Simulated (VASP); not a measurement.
OSZICAR of a VASP run on Al$_{2}$Pt:

### OSZICAR
```
       N       E                     dE             d eps       ncg     rms          rms(c)
DAV:   1    -0.101967806892E+03   -0.10197E+03   -0.25332E-04  1732   0.935E-02    0.250E-02
DAV:   2    -0.101967831176E+03   -0.24284E-04   -0.10540E-03  1752   0.205E-01    0.327E-02
DAV:   3    -0.101967717998E+03    0.11318E-03   -0.29479E-04  1828   0.115E-01    0.396E-03
DAV:   4    -0.101967719322E+03   -0.13238E-05   -0.16145E-05  1676   0.132E-02    0.224E-03
DAV:   5    -0.101967719344E+03   -0.21918E-07   -0.75906E-07   924   0.542E-03
   1 F= -.10196772E+03 E0= -.10196613E+03  d E =-.478100E-02
```

Task: Which electronic solver shows in the log?

Result: It is blocked Davidson (ALGO = Normal, or the opening steps of other solvers). The INCAR had ALGO = Normal.

Task: Can the final energy be trusted as converged?

Result: The calculation finished and met its thresholds. It stopped with EDIFF = 1E-6, NELM = 100 (PBEsol GGA, plane waves, VASP's PBE PAW potentials (set 64)).

The cell is a thin slab with vacuum, built from PtAl2 (fluorite): (110) face.
